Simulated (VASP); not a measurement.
# Driving VASP from ASE on CdF2, part 2 of 4

Do ASE scripts that read CdF2 from different structure formats give one answer, and do several routes find one equilibrium volume? All runs use r2SCAN. Left out of this account: at least 1 further run (fields: a reference on another mesh). The start is a cell from a database of measured crystal structures.

VASP 6.6.1; r2SCAN; plane waves and PAW (Cd, F).

So far. Step 2 (Total energy, forces and stress (r2SCAN, through ASE)): The pressure is 1.01 GPa and the largest force 0.000 eV/Å, so the cell is not at a minimum at these settings.

## Step 3: Self-consistent run (r2SCAN, through ASE)

System of this step: CdF2. It takes space group Fm-3m (No. 225, cubic). Conventional cell: a = 5.388 Å, b = 5.388 Å, c = 5.388 Å, α = 90.00°, β = 90.00°, γ = 90.00°. Nearest to Cd lie 8 F at 2.33 Å. Nearest to F lie 4 Cd at 2.33 Å. Farther neighbours and most contacts between anions are not listed.

The single point through ASE, with the structure read from a CIF with its space group. The file expands to the conventional cell of 12 atoms, on a 5×5×5 mesh.

run.py

```python
import numpy as np
from ase.calculators.vasp import Vasp
from ase.io import read
from ase.dft.bandgap import bandgap

atoms = read('CdF2.cif')

calc = Vasp(
    xc='r2scan',
    pp='PBE',
    prec='Accurate',
    encut=520,
    ediff=1e-06,
    nelm=100,
    ismear=-1,
    sigma=0.05,
    lreal=False,
    algo='Normal',
    lasph=True,
    nbands=64,
    lorbit=11,
    lwave=False,
    lcharg=False,
    kpar=4,
    isif=2,
    pp_version='64',
    setups={'Cd': '', 'F': ''},
    kpts=(5, 5, 5),
    gamma=True,
    txt='vasp.out',
)
atoms.calc = calc

print("energy (eV):", round(atoms.get_potential_energy(), 6))
print("Fermi level (eV):", round(calc.get_fermi_level(), 4))
print("forces (eV/A):")
print(np.round(atoms.get_forces(), 4))
print("stress (GPa, Voigt, tension positive):", np.round(atoms.get_stress() * 160.21766, 3))
gap, p1, p2 = bandgap(calc, direct=False)
print("gap on the mesh (eV):", round(gap, 4))
```

CdF2.cif

```cif
data_CdF2
_cell_length_a 5.38800000
_cell_length_b 5.38800000
_cell_length_c 5.38800000
_cell_angle_alpha 90.00000000
_cell_angle_beta 90.00000000
_cell_angle_gamma 90.00000000
_space_group_name_H-M_alt 'Fm-3m'
_space_group_name_Hall '-F 4 2 3'
_space_group_IT_number 225
loop_
_space_group_symop_operation_xyz
'x,y,z'
'-x,-y,-z'
'-y,x,z'
'y,-x,-z'
'-x,-y,z'
'x,y,-z'
'y,-x,z'
'-y,x,-z'
'x,-y,-z'
'-x,y,z'
'-y,-x,-z'
'y,x,z'
'-x,y,-z'
'x,-y,z'
'y,x,-z'
'-y,-x,z'
'z,x,y'
'-z,-x,-y'
'z,-y,x'
'-z,y,-x'
'z,-x,-y'
'-z,x,y'
'z,y,-x'
'-z,-y,x'
'-z,x,-y'
'z,-x,y'
'-z,-y,-x'
'z,y,x'
'-z,-x,y'
'z,x,-y'
'-z,y,x'
'z,-y,-x'
'y,z,x'
'-y,-z,-x'
'x,z,-y'
'-x,-z,y'
'-y,z,-x'
'y,-z,x'
'-x,z,y'
'x,-z,-y'
'-y,-z,x'
'y,z,-x'
'-x,-z,-y'
'x,z,y'
'y,-z,-x'
'-y,z,x'
'x,-z,y'
'-x,z,-y'
'x,y+1/2,z+1/2'
'-x,-y+1/2,-z+1/2'
'-y,x+1/2,z+1/2'
'y,-x+1/2,-z+1/2'
'-x,-y+1/2,z+1/2'
'x,y+1/2,-z+1/2'
'y,-x+1/2,z+1/2'
'-y,x+1/2,-z+1/2'
'x,-y+1/2,-z+1/2'
'-x,y+1/2,z+1/2'
'-y,-x+1/2,-z+1/2'
'y,x+1/2,z+1/2'
'-x,y+1/2,-z+1/2'
'x,-y+1/2,z+1/2'
'y,x+1/2,-z+1/2'
'-y,-x+1/2,z+1/2'
'z,x+1/2,y+1/2'
'-z,-x+1/2,-y+1/2'
'z,-y+1/2,x+1/2'
'-z,y+1/2,-x+1/2'
'z,-x+1/2,-y+1/2'
'-z,x+1/2,y+1/2'
'z,y+1/2,-x+1/2'
'-z,-y+1/2,x+1/2'
'-z,x+1/2,-y+1/2'
'z,-x+1/2,y+1/2'
'-z,-y+1/2,-x+1/2'
'z,y+1/2,x+1/2'
'-z,-x+1/2,y+1/2'
'z,x+1/2,-y+1/2'
'-z,y+1/2,x+1/2'
'z,-y+1/2,-x+1/2'
'y,z+1/2,x+1/2'
'-y,-z+1/2,-x+1/2'
'x,z+1/2,-y+1/2'
'-x,-z+1/2,y+1/2'
'-y,z+1/2,-x+1/2'
'y,-z+1/2,x+1/2'
'-x,z+1/2,y+1/2'
'x,-z+1/2,-y+1/2'
'-y,-z+1/2,x+1/2'
'y,z+1/2,-x+1/2'
'-x,-z+1/2,-y+1/2'
'x,z+1/2,y+1/2'
'y,-z+1/2,-x+1/2'
'-y,z+1/2,x+1/2'
'x,-z+1/2,y+1/2'
'-x,z+1/2,-y+1/2'
'x+1/2,y,z+1/2'
'-x+1/2,-y,-z+1/2'
'-y+1/2,x,z+1/2'
'y+1/2,-x,-z+1/2'
'-x+1/2,-y,z+1/2'
'x+1/2,y,-z+1/2'
'y+1/2,-x,z+1/2'
'-y+1/2,x,-z+1/2'
'x+1/2,-y,-z+1/2'
'-x+1/2,y,z+1/2'
'-y+1/2,-x,-z+1/2'
'y+1/2,x,z+1/2'
'-x+1/2,y,-z+1/2'
'x+1/2,-y,z+1/2'
'y+1/2,x,-z+1/2'
'-y+1/2,-x,z+1/2'
'z+1/2,x,y+1/2'
'-z+1/2,-x,-y+1/2'
'z+1/2,-y,x+1/2'
'-z+1/2,y,-x+1/2'
'z+1/2,-x,-y+1/2'
'-z+1/2,x,y+1/2'
'z+1/2,y,-x+1/2'
'-z+1/2,-y,x+1/2'
'-z+1/2,x,-y+1/2'
'z+1/2,-x,y+1/2'
'-z+1/2,-y,-x+1/2'
'z+1/2,y,x+1/2'
'-z+1/2,-x,y+1/2'
'z+1/2,x,-y+1/2'
'-z+1/2,y,x+1/2'
'z+1/2,-y,-x+1/2'
'y+1/2,z,x+1/2'
'-y+1/2,-z,-x+1/2'
'x+1/2,z,-y+1/2'
'-x+1/2,-z,y+1/2'
'-y+1/2,z,-x+1/2'
'y+1/2,-z,x+1/2'
'-x+1/2,z,y+1/2'
'x+1/2,-z,-y+1/2'
'-y+1/2,-z,x+1/2'
'y+1/2,z,-x+1/2'
'-x+1/2,-z,-y+1/2'
'x+1/2,z,y+1/2'
'y+1/2,-z,-x+1/2'
'-y+1/2,z,x+1/2'
'x+1/2,-z,y+1/2'
'-x+1/2,z,-y+1/2'
'x+1/2,y+1/2,z'
'-x+1/2,-y+1/2,-z'
'-y+1/2,x+1/2,z'
'y+1/2,-x+1/2,-z'
'-x+1/2,-y+1/2,z'
'x+1/2,y+1/2,-z'
'y+1/2,-x+1/2,z'
'-y+1/2,x+1/2,-z'
'x+1/2,-y+1/2,-z'
'-x+1/2,y+1/2,z'
'-y+1/2,-x+1/2,-z'
'y+1/2,x+1/2,z'
'-x+1/2,y+1/2,-z'
'x+1/2,-y+1/2,z'
'y+1/2,x+1/2,-z'
'-y+1/2,-x+1/2,z'
'z+1/2,x+1/2,y'
'-z+1/2,-x+1/2,-y'
'z+1/2,-y+1/2,x'
'-z+1/2,y+1/2,-x'
'z+1/2,-x+1/2,-y'
'-z+1/2,x+1/2,y'
'z+1/2,y+1/2,-x'
'-z+1/2,-y+1/2,x'
'-z+1/2,x+1/2,-y'
'z+1/2,-x+1/2,y'
'-z+1/2,-y+1/2,-x'
'z+1/2,y+1/2,x'
'-z+1/2,-x+1/2,y'
'z+1/2,x+1/2,-y'
'-z+1/2,y+1/2,x'
'z+1/2,-y+1/2,-x'
'y+1/2,z+1/2,x'
'-y+1/2,-z+1/2,-x'
'x+1/2,z+1/2,-y'
'-x+1/2,-z+1/2,y'
'-y+1/2,z+1/2,-x'
'y+1/2,-z+1/2,x'
'-x+1/2,z+1/2,y'
'x+1/2,-z+1/2,-y'
'-y+1/2,-z+1/2,x'
'y+1/2,z+1/2,-x'
'-x+1/2,-z+1/2,-y'
'x+1/2,z+1/2,y'
'y+1/2,-z+1/2,-x'
'-y+1/2,z+1/2,x'
'x+1/2,-z+1/2,y'
'-x+1/2,z+1/2,-y'
loop_
_atom_site_label
_atom_site_type_symbol
_atom_site_symmetry_multiplicity
_atom_site_Wyckoff_symbol
_atom_site_fract_x
_atom_site_fract_y
_atom_site_fract_z
_atom_site_occupancy
Cd1 Cd 4 a 0.0000000000 0.0000000000 0.0000000000 1
F1 F 8 c 0.2500000000 0.7500000000 0.7500000000 1
```

The projector-augmented-wave data sets are Cd and F (PBE family, release 64).

Launch:

```sh
export ASE_VASP_COMMAND="mpirun -np 4 vasp_std"
python run.py
```

The log of the run:

```text
energy (eV): -134.877958
Fermi level (eV): -0.6452
forces (eV/A):
[[-0.  0. -0.]
 [-0.  0. -0.]
 [-0.  0. -0.]
 [-0.  0. -0.]
 [-0.  0. -0.]
 [ 0. -0.  0.]
 [ 0. -0.  0.]
 [-0.  0. -0.]
 [-0.  0.  0.]
 [ 0.  0. -0.]
 [ 0. -0. -0.]
 [-0.  0.  0.]]
stress (GPa, Voigt, tension positive): [-0.954 -0.954 -0.954  0.     0.    -0.   ]
gap on the mesh (eV): 3.7573
```

Run time: 2 min. Hardware: 4 MPI ranks of Intel Xeon Platinum 8375C at 2.90GHz (Ice Lake), shared host; peak memory 1.1 GiB; 7.8 min of CPU time.

The INCAR that ASE wrote:

```
ENCUT = 520.000000
SIGMA = 0.050000
EDIFF = 1.00e-06
ALGO = Normal
METAGGA = R2SCAN
PREC = Accurate
ISIF = 2
ISMEAR = -1
KPAR = 4
LORBIT = 11
NBANDS = 64
NELM = 100
LASPH = .TRUE.
LCHARG = .FALSE.
LWAVE = .FALSE.
LREAL = .FALSE.
```

ASE turned this into the KPOINTS:

```
KPOINTS created by Atomic Simulation Environment
0
Gamma
5 5 5
0 0 0
```

VASP's own log, vasp.out:

```text
[banner, memory and clock lines left out]
running    4 mpi-ranks, on    1 nodes
 distrk:  each k-point on    1 cores,    4 groups
 distr:  one band on    1 cores,    1 groups

 POSCAR found type information on POSCAR CdF
 POSCAR found :  2 types and      12 ions
 [... a notice as in an earlier step ...]

 LDA part: xc-table for (None), standard interpolation
 POSCAR, INCAR and KPOINTS ok, starting setup
 FFT: planning ... GRIDC
 FFT: planning ... GRID_SOFT
 FFT: planning ... GRID
 WAVECAR not read
 entering main loop
       N       E                     dE             d eps       ncg     rms          rms(c)
DAV:   1     0.912042942839E+03    0.91204E+03   -0.60327E+04  1280   0.170E+03
DAV:   2    -0.100033897248E+03   -0.10121E+04   -0.97387E+03  1400   0.461E+02
DAV:   3    -0.171855158511E+03   -0.71821E+02   -0.71397E+02  1432   0.134E+02
DAV:   4    -0.172557259133E+03   -0.70210E+00   -0.70152E+00  1360   0.142E+01
DAV:   5    -0.172560850571E+03   -0.35914E-02   -0.35912E-02  1408   0.937E-01    0.173E+01
DAV:   6    -0.134623602214E+03    0.37937E+02   -0.19484E+01  1464   0.525E+01    0.186E+01
DAV:   7    -0.134747294961E+03   -0.12369E+00   -0.68934E+00  1376   0.133E+01    0.116E+01
DAV:   8    -0.135011752685E+03   -0.26446E+00   -0.11712E+00  1448   0.921E+00    0.450E+00
DAV:   9    -0.134874224308E+03    0.13753E+00   -0.54789E-01  1360   0.452E+00    0.565E-01
DAV:  10    -0.134878696624E+03   -0.44723E-02   -0.10148E-01  1328   0.168E+00    0.754E-01
DAV:  11    -0.134879112258E+03   -0.41563E-03   -0.90424E-03  1416   0.787E-01    0.528E-01
DAV:  12    -0.134877929223E+03    0.11830E-02   -0.56707E-03  1584   0.761E-01    0.887E-02
DAV:  13    -0.134877960302E+03   -0.31079E-04   -0.30408E-04  1352   0.103E-01    0.331E-02
DAV:  14    -0.134877958933E+03    0.13693E-05   -0.25284E-05  1392   0.246E-02    0.175E-02
DAV:  15    -0.134877959322E+03   -0.38955E-06   -0.13401E-05  1256   0.373E-02    0.199E-02
DAV:  16    -0.134877958400E+03    0.92237E-06   -0.12958E-06   760   0.807E-03
   1 F= -.13487796E+03 E0= -.13487796E+03  d E =-.147845E-10
```

From OUTCAR (step 3):

```text
  LATTYP: Found a simple cubic cell.
 ALAT       =     5.3880000000

The static configuration has the point symmetry O_h .

 Found     10 irreducible k-points:

   k-points           NKPTS =     10   k-points in BZ     NKDIM =     10   number of bands    NBANDS=     64

   dimension x,y,z NGX =    40 NGY =   40 NGZ =   40
   dimension x,y,z NGXF=    80 NGYF=   80 NGZF=   80

   ENCUT  =  520.0 eV  38.22 Ry    6.18 a.u.  10.02 10.02 10.02*2*pi/ulx,y,z

   NELECT =     104.0000    total number of electrons

 E-fermi :  -0.6452

 k-point     1 :       0.0000    0.0000    0.0000
  band No.  band energies     occupation
    ...
     48      -1.9596      2.00000
     49      -1.9596      2.00000
     50      -1.9596      2.00000
     51      -1.9596      2.00000
     52      -1.9596      2.00000
     53       1.8822      0.00000
     54       7.0078      0.00000
     55       7.0078      0.00000
     56       7.0078      0.00000
     57       8.6772      0.00000
    ...

 k-point     2 :       0.2000    0.0000    0.0000
  band No.  band energies     occupation
    ...
     48      -2.2522      2.00000
     49      -2.0041      2.00000
     50      -2.0041      2.00000
     51      -1.9238      2.00000
     52      -1.9238      2.00000
     53       2.3562      0.00000
     54       6.2271      0.00000
     55       7.0316      0.00000
     56       7.0316      0.00000
     57       8.6772      0.00000
    ...

  Total        0.9313915      0.9313915      0.9313915     -0.0000000      0.0000000     -0.0000000
  in kB        9.5402576      9.5402576      9.5402576     -0.0000000      0.0000000     -0.0000000
  external PRESSURE =       9.5402576 kB  Pullay stress =       0.0000000 kB

  energy-cutoff  :      520.00
  volume of cell :      156.42
      direct lattice vectors                 reciprocal lattice vectors
     5.388000000  0.000000000  0.000000000     0.185597624  0.000000000  0.000000000
     0.000000000  5.388000000  0.000000000     0.000000000  0.185597624  0.000000000
     0.000000000  0.000000000  5.388000000     0.000000000  0.000000000  0.185597624

 POSITION                                       TOTAL-FORCE (eV/Angst)
 -----------------------------------------------------------------------------------
      0.00000      0.00000      0.00000        -0.000000      0.000000     -0.000000
      0.00000      2.69400      2.69400        -0.000000      0.000000     -0.000000
      2.69400      0.00000      2.69400        -0.000000      0.000000     -0.000000
      2.69400      2.69400      0.00000        -0.000000      0.000000     -0.000000
      1.34700      4.04100      4.04100        -0.000000      0.000000     -0.000000
      4.04100      1.34700      1.34700         0.000000     -0.000000      0.000000
      1.34700      1.34700      4.04100         0.000000     -0.000000      0.000000
      4.04100      4.04100      1.34700        -0.000000      0.000000     -0.000000
      4.04100      1.34700      4.04100        -0.000000      0.000000      0.000000
      1.34700      4.04100      1.34700         0.000000      0.000000     -0.000000
      4.04100      4.04100      4.04100         0.000000     -0.000000     -0.000000
      1.34700      1.34700      1.34700        -0.000000      0.000000      0.000000
 -----------------------------------------------------------------------------------
    total drift:                                0.000000      0.000000      0.000000

  FREE ENERGIE OF THE ION-ELECTRON SYSTEM (eV)
  ---------------------------------------------------
  free  energy   TOTEN  =      -134.8779583997 eV

  energy  without entropy=     -134.8779583997  energy(sigma->0) =     -134.87795840

 total charge
# of ion       s       p       d       tot
------------------------------------------
    1        0.208   0.182   9.706  10.096
    2        0.208   0.182   9.706  10.096
    3        0.208   0.182   9.706  10.096
    4        0.208   0.182   9.706  10.096
    5        1.742   4.374   0.000   6.116
    6        1.742   4.374   0.000   6.116
    7        1.742   4.374   0.000   6.116
    8        1.742   4.374   0.000   6.116
    9        1.742   4.374   0.000   6.116
   10        1.742   4.374   0.000   6.116
   11        1.742   4.374   0.000   6.116
   12        1.742   4.374   0.000   6.116
--------------------------------------------------
tot         14.771  35.718  38.823  89.312

[... 1 part as in an earlier step ...]

[... 7 further parts left out ...]
```

This step gave:

* electrons: 104
* bands: 64
* irreducible k-points: 10
* free energy (TOTEN): -134.8780 eV
* Fermi energy: -0.6452 eV
* pressure: 0.9540 GPa
* valence top at k: 0.4, 0, 0
* gap on the k-mesh: 3.757 eV
* least direct gap on the k-mesh: 3.842 eV

The energy lies -0.07 meV an atom from the first script, since this cell and mesh sample the zone at other points.

[end of part 2 of 4]

[Lines on the potential files, build, host, timing and source positions are cut from VASP's logs without a mark.]

[Logs are printed without paths, hosts, clocks, repeated set-up lines and the standing remarks that a program may print on its own settings, such as how far it seeks lower states.]

[Hosts, paths, dates, database ids (printed as entryN), source tags and the programs' standing remarks are cut or masked in the printed files.]

[A measured line is paired with the nearest computed mode of its activity, which favours agreement.]

[In band tables of VASP the shares of atoms and orbitals are scaled to a sum of 1 inside the atoms' spheres.]
